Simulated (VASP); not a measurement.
Level of theory: PBEsol GGA, VASP's PBE PAW potentials (set 64) (plane waves; VASP).

VASP ran on this input.

INCAR:
```
ISMEAR = 1   # Methfessel-Paxton
NELM = 100   # most electronic steps
ALGO = Normal   # blocked Davidson
LREAL = F   # projection in real space or not
IBRION = 2   # conjugate gradients
LMAXMIX = 4   # l cut-off of mixed one-centre charges
NSW = 40
PREC = Accurate
PSTRESS = 200   # kbar
EDIFFG = -0.02   # ionic stop
EDIFF = 1E-6
ENCUT = 500   # plane-wave cut-off (eV)
LASPH = T
ISIF = 3
LCHARG = F
SIGMA = 0.1
GGA = PS
SYSTEM = CoGa
LWAVE = F
```

**KPOINTS**
```
Automatic mesh
0
Gamma
13 13 13
0 0 0
```

**POSCAR**
```
CoGa
1
    2.7644220405    -0.0000000000     0.0000000000
    0.0000000000     2.7644220405     0.0000000000
   -0.0000000000     0.0000000000     2.7644220405
Ga Co
1 1
Direct
  0.5000000000   0.5000000000   0.5000000000
  0.0000000000   0.0000000000   0.0000000000
```

POTCAR, in this order: Ga_d Co (PBE.64 set). Program: vasp_std.

What VASP printed:

OUTCAR:
```
 ion  position               nearest neighbor table
   1  0.500  0.500  0.500-   2 2.39   2 2.39   2 2.39   2 2.39   2 2.39   2 2.39   2 2.39   2 2.39
  LATTYP: Found a simple cubic cell.
 ALAT       =     2.7644220405
 Subroutine PRICEL returns:
 Original cell was already a primitive cell.
 Subroutine GETGRP returns: Found 48 space group operations
The static configuration has the point symmetry O_h .
The dynamic configuration has the point symmetry O_h .
 Subroutine INISYM returns: Found 48 space group operations
 Subroutine IBZKPT returns following result:
 Found     84 irreducible k-points:

 Following reciprocal coordinates:
            Coordinates               Weight
  0.000000  0.000000  0.000000      1.000000
  0.076923  0.000000  0.000000      6.000000
  0.153846  0.000000  0.000000      6.000000
  0.230769  0.000000  0.000000      6.000000
  0.307692  0.000000  0.000000      6.000000
  0.384615  0.000000  0.000000      6.000000
  0.461538  0.000000  0.000000      6.000000
  0.076923  0.076923  0.000000     12.000000
  0.153846  0.076923  0.000000     24.000000
  0.230769  0.076923  0.000000     24.000000
  0.307692  0.076923  0.000000     24.000000
  0.384615  0.076923  0.000000     24.000000
  0.461538  0.076923  0.000000     24.000000
  0.153846  0.153846  0.000000     12.000000
  0.230769  0.153846  0.000000     24.000000
  0.307692  0.153846  0.000000     24.000000
  0.384615  0.153846  0.000000     24.000000
  0.461538  0.153846  0.000000     24.000000
  0.230769  0.230769  0.000000     12.000000
  0.307692  0.230769  0.000000     24.000000
  0.384615  0.230769  0.000000     24.000000
  0.461538  0.230769  0.000000     24.000000
  0.307692  0.307692  0.000000     12.000000
  0.384615  0.307692  0.000000     24.000000
  0.461538  0.307692  0.000000     24.000000
  0.384615  0.384615  0.000000     12.000000
  0.461538  0.384615  0.000000     24.000000
  0.461538  0.461538  0.000000     12.000000
  0.076923  0.076923  0.076923      8.000000
  0.153846  0.076923  0.076923     24.000000
  0.230769  0.076923  0.076923     24.000000
  0.307692  0.076923  0.076923     24.000000
  0.384615  0.076923  0.076923     24.000000
  0.461538  0.076923  0.076923     24.000000
  0.153846  0.153846  0.076923     24.000000
  0.230769  0.153846  0.076923     48.000000
  0.307692  0.153846  0.076923     48.000000
  0.384615  0.153846  0.076923     48.000000
  0.461538  0.153846  0.076923     48.000000
  0.230769  0.230769  0.076923     24.000000
   k-points           NKPTS =     84   k-points in BZ     NKDIM =     84   number of bands    NBANDS=     15
   number of dos      NEDOS =    301   number of ions     NIONS =      2
   total plane-waves  NPLWV =   8000
   dimension x,y,z NGX =    20 NGY =   20 NGZ =   20
   dimension x,y,z NGXF=    40 NGYF=   40 NGZF=   40
   ions per type =               1   1
   PREC   = accura    normal or accurate (medium, high low for compatibility)
   ISTART =      0    job   : 0-new  1-cont  2-samecut
   ICHARG =      2    charge: 1-file 2-atom 10-const
   ISPIN  =      1    spin polarized calculation?
   LNONCOLLINEAR =      F non collinear calculations
   LSORBIT =      F    spin-orbit coupling
   INIWAV =      1    electr: 0-lowe 1-rand  2-diag
   ENCUT  =  500.0 eV  36.75 Ry    6.06 a.u.   5.04  5.04  5.04*2*pi/ulx,y,z
   NELM   =    100;   NELMIN=  2; NELMDL= -5     # of ELM steps
   EDIFF  = 0.1E-05   stopping-criterion for ELM
   LREAL  =      F    real-space projection
   NLSPLINE    = F    spline interpolate recip. space projectors
   LMAXMIX     =    4 max onsite mixed and CHGCAR
   VOSKOWN=      0    Vosko Wilk Nusair interpolation
...
```

File OSZICAR:
```
       N       E                     dE             d eps       ncg     rms          rms(c)
DAV:   1     0.892933994548E+02    0.89293E+02   -0.10469E+04  2815   0.263E+03
DAV:   2    -0.859437095261E+01   -0.97888E+02   -0.95473E+02  2611   0.342E+02
DAV:   3    -0.127940245187E+02   -0.41997E+01   -0.41839E+01  2940   0.767E+01
DAV:   4    -0.128562523743E+02   -0.62228E-01   -0.62219E-01  3416   0.869E+00
DAV:   5    -0.128580402703E+02   -0.17879E-02   -0.17879E-02  3179   0.125E+00    0.114E+01
DAV:   6    -0.133591963803E+02   -0.50116E+00   -0.21751E+01  2885   0.659E+01    0.970E+00
DAV:   7    -0.117162357062E+02    0.16430E+01   -0.81587E+00  2667   0.494E+01    0.241E+00
DAV:   8    -0.116776425870E+02    0.38593E-01   -0.25552E-01  3143   0.620E+00    0.631E-01
DAV:   9    -0.116710702572E+02    0.65723E-02   -0.16966E-02  3650   0.219E+00    0.126E-01
DAV:  10    -0.116707333073E+02    0.33695E-03   -0.55206E-04  3688   0.364E-01    0.683E-02
DAV:  11    -0.116707159806E+02    0.17327E-04   -0.83134E-05  3481   0.161E-01    0.106E-02
DAV:  12    -0.116707159434E+02    0.37206E-07   -0.33783E-06  2676   0.300E-02
   1 F= -.90335804E+01 E0= -.90339749E+01  d E =-.903358E+01
```

**OUTCAR**
```
------------------------ aborting loop because EDIFF is reached ----------------------------------------
  FORCE on cell =-STRESS in cart. coord.  units (eV):
  Direction    XX          YY          ZZ          XY          YZ          ZX
  --------------------------------------------------------------------------------------
  Total        2.6091576      2.6091576      2.6091576      0.0000000      0.0000000     -0.0000000
  in kB      197.8781591    197.8781591    197.8781591      0.0000000      0.0000000     -0.0000000
  external PRESSURE =      -2.1218409 kB  Pullay stress =     200.0000000 kB
  volume of cell :       21.13
      direct lattice vectors                 reciprocal lattice vectors
     2.764422040  0.000000000  0.000000000     0.361739266  0.000000000  0.000000000
     0.000000000  2.764422040  0.000000000     0.000000000  0.361739266  0.000000000
     0.000000000  0.000000000  2.764422040     0.000000000  0.000000000  0.361739266
 POSITION                                       TOTAL-FORCE (eV/Angst)
 -----------------------------------------------------------------------------------
      1.38221      1.38221      1.38221         0.000000      0.000000      0.000000
      0.00000      0.00000      0.00000         0.000000      0.000000      0.000000
 -----------------------------------------------------------------------------------
    total drift:                               -0.000000      0.000000      0.000000
  FREE ENERGIE OF THE ION-ELECTRON SYSTEM (eV)
  ---------------------------------------------------
  free  energy   TOTEN  =       -11.6707159434 eV

  energy  without entropy=      -11.6718995120  energy(sigma->0) =      -11.67111047
  enthalpy is  TOTEN    =        -9.0335803893 eV   P V=        2.6371355541

 reached required accuracy - stopping structural energy minimisation
```
(Selected blocks of OUTCAR.)

The compound is CoGa in the CsCl type structure. It was relaxed first under an external pressure of 20 GPa. The run is not spin-polarised, so no magnetic state was tried.
